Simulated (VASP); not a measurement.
A run of VASP 6.6.1 is set up as follows.

The input INCAR:

```
PREC = Accurate
ENCUT = 700
EDIFF = 1E-7
ISMEAR = 0
SIGMA = 0.02
LREAL = F
LASPH = T
NELM = 80
ALGO = Normal
ISIF = 3
LWAVE = F
LCHARG = F
GGA = PE
IBRION = 2
NSW = 80
EDIFFG = -0.002
```

File KPOINTS:

```
Automatic mesh
0
Gamma
  8 8 8
```

The input POSCAR:

```
Sn
1.0
    0.0000000000      3.2333428000      3.2333428000
    3.2333428000      0.0000000000      3.2333428000
    3.2333428000      3.2333428000      0.0000000000
Sn
2
Direct
    0.0000000000      0.0000000000      0.0000000000
    0.2500000000      0.2500000000      0.2500000000
```

Potentials or basis: VASP PAW PBE potentials, release 64 (Sn_d).

Launch:

```console
$ cat potpaw_PBE.64/Sn_d/POTCAR > POTCAR
$ mpirun -np 1 vasp_std > vasp.out
```

Estimate the relaxed cell.

a = 4.704 Å, b = 4.704 Å, c = 4.704 Å, α = 60.00°, β = 60.00°, γ = 60.00°.

Estimate the space group after relaxing (to 0.05 Å).

Fd-3m (No. 227).

Final structure:
```xyz
2
Lattice="0.0000 3.3264 3.3264 3.3264 0.0000 3.3264 3.3264 3.3264 0.0000" Properties=species:S:1:pos:R:3 pbc="T T T"
Sn    0.0000    0.0000    0.0000
Sn    1.6632    1.6632    1.6632
```

PBE usually gives volumes a little too large and moduli too small. Zero-point motion and thermal expansion aren't in these numbers.
